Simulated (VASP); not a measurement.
An input for Quantum ESPRESSO's pw.x (written as the equivalent of a VASP run, and not itself run):

```
&CONTROL
  calculation = 'scf'
  pseudo_dir = './pseudo'
  outdir = './out'
  tprnfor = .true.
  tstress = .true.
/
&SYSTEM
  ibrav = 0
  nat = 8
  ntyp = 3
  ecutwfc = 102
  occupations = 'tetrahedra'
  input_dft = 'pbesol'
/
&ELECTRONS
  conv_thr = 7.3e-09
  electron_maxstep = 100
/
ATOMIC_SPECIES
  Cd 112.414 Cd.upf
  Te 127.600 Te.upf
  Se 78.971 Se.upf
CELL_PARAMETERS angstrom
     6.1793769   -0.0000000    0.0000000
     0.0000000    6.1793769   -0.0000000
     0.0000000   -0.0000000    6.1793769
ATOMIC_POSITIONS crystal
  Cd   0.9915633  0.9915633  0.9915633
  Cd   0.5084367  0.5084367  0.9915633
  Cd   0.5084367  0.9915633  0.5084367
  Cd   0.9915633  0.5084367  0.5084367
  Te   0.2500000  0.2500000  0.2500000
  Se   0.7500000  0.7500000  0.2500000
  Se   0.7500000  0.2500000  0.7500000
  Se   0.2500000  0.7500000  0.7500000
K_POINTS automatic
  4 4 4 0 0 0
```

Question: Write the VASP files for the same calculation (PBEsol).

Answer: This is not unique; one that fits is 
File POSCAR:
```
Cd4Se3Te
1
    6.1793769111    -0.0000000000     0.0000000000
    0.0000000000     6.1793769111    -0.0000000000
    0.0000000000    -0.0000000000     6.1793769111
Cd Te Se
4 1 3
Direct
  0.9915633060   0.9915633060   0.9915633060
  0.5084366940   0.5084366940   0.9915633060
  0.5084366940   0.9915633060   0.5084366940
  0.9915633060   0.5084366940   0.5084366940
  0.2500000000   0.2500000000   0.2500000000
  0.7500000000   0.7500000000   0.2500000000
  0.7500000000   0.2500000000   0.7500000000
  0.2500000000   0.7500000000   0.7500000000
```

**KPOINTS**
```
Automatic mesh
0
Gamma
4 4 4
0 0 0
```

INCAR:
```
ALGO  =  Normal
EDIFF  =  1E-7
ENCUT  =  400
GGA  =  PS
ISIF  =  2
ISMEAR  =  -5
LASPH  =  .TRUE.
LCHARG  =  .TRUE.
LEFG  =  .TRUE.
LMAXMIX  =  4
LORBIT  =  11
LREAL  =  .FALSE.
LWAVE  =  .FALSE.
NEDOS  =  601
NELM  =  100
PREC  =  Accurate
SYSTEM  =  Cd4Se3Te
```

POTCAR, in this order: Cd Te Se (PBE.64 set). Program: vasp_std.

Limits of the translation: the potentials are each code's own (VASP's PAW set, PseudoDojo norm-conserving files in pw.x), so ENCUT and ecutwfc are chosen apart and not converted; conv_thr bounds pw.x's estimated SCF error, while EDIFF bounds the energy change between steps; the field gradients of LEFG aren't asked of the other code.

The structure was generated: Cd4Se3Te was put into an ordered model structure (P-43m), which need not be its known phase. It was relaxed first.
